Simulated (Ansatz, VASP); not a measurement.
Two plane-wave programs on NaB5

File INCAR:

```
SYSTEM = NaB5
PREC = Accurate ; ENCUT = 600
EDIFF = 1E-6 ; ISMEAR = 0
SIGMA = 0.1 ; LREAL = .False.
LASPH = .True. ; NELM = 100
ALGO = Normal ; ISIF = 3
LWAVE = .False. ; LCHARG = .False.
GGA = PE ; IBRION = 2
NSW = 90 ; EDIFFG = -0.04
```

File KPOINTS:

```
regular mesh
0
Gamma
  6 6 6
  0 0 0
```

File POSCAR:

```
NaB5
1.0
    4.4420188500      0.0000000000      0.0000000000
   -2.2210094200      3.8469011600      0.0000000000
    0.0000000000      0.0000000000      3.7101789500
Na B
1 5
Direct
    0.0000000000      0.0000000000      0.0000000000
    0.3333333300      0.6666666700      0.0000000000
    0.6666666700      0.3333333300      0.0000000000
    0.5000000000      0.0000000000      0.5000000000
    0.5000000000      0.5000000000      0.5000000000
    0.0000000000      0.5000000000      0.5000000000
```

Input for Ansatz:

```yaml
crystal:
  lattice:
    - [4.44201885, 0.0, 0.0]
    - [-2.22100942, 3.84690116, 0.0]
    - [0.0, 0.0, 3.71017895]
  atoms:
    - { symbol: Na, position: [0.0, 0.0, 0.0] }
    - { symbol: B, position: [0.33333333, 0.66666667, 0.0] }
    - { symbol: B, position: [0.66666667, 0.33333333, 0.0] }
    - { symbol: B, position: [0.5, 0.0, 0.5] }
    - { symbol: B, position: [0.5, 0.5, 0.5] }
    - { symbol: B, position: [0.0, 0.5, 0.5] }
basis:
  ecutwfc: 420
kpoints:
  mp_grid: { grid: [6, 6, 6] }
hamiltonian:
  xc: pbe
scf:
  occupations: { method: gaussian, width: 0.1 }
  lower_state_search: "off"
output:
  forces: true
  stress: true
  eigenvalues: true
relax:
  adjacent_minimum: "off"
  f_tol: 0.04
  max_steps: 70
  cell: { stress_tol: 0.4 }
```

Change from the starting cell: species swapped into the YRh5 type (P6/mmm, No. 191).

Alike in both runs: task relaxation of cell and atoms; functional PBE; k mesh 6 × 6 × 6; occupations gaussian, width 0.1 eV; no spin polarisation.

```csv
,VASP,Ansatz
version,VASP 6.6.1,Ansatz 0.2.0
potentials or method,"VASP PAW PBE potentials, release 64 (Na_pv, B)","scalar-relativistic, plane waves, PAW"
plane-wave cutoff (eV),600,420
valence electrons in the cell,22,24
```

Ansatz gave:

| Property | Result |
| --- | --- |
| gap on the k mesh at the Fermi level, each at its own relaxed structure (eV) | none |
| relaxed volume (Å³/atom) | 7.90 |
| relaxed cell length with the largest relative difference (Å) | 4.375 |
| energy change over the relaxation (meV/atom) | -645 |

Estimate VASP's values.

gap on the k mesh at the Fermi level, each at its own relaxed structure (eV): none; relaxed volume (Å³/atom): 7.89; relaxed cell length with the largest relative difference (Å): 4.371; energy change over the relaxation (meV/atom): -645.

A gap of «none» marks a metal or a gap that the smearing closes. The two sets of potentials don't hold the same shells in valence.

Caveats: the volume moved by over 15 % at a fixed basis, so the end points are rough (VASP).
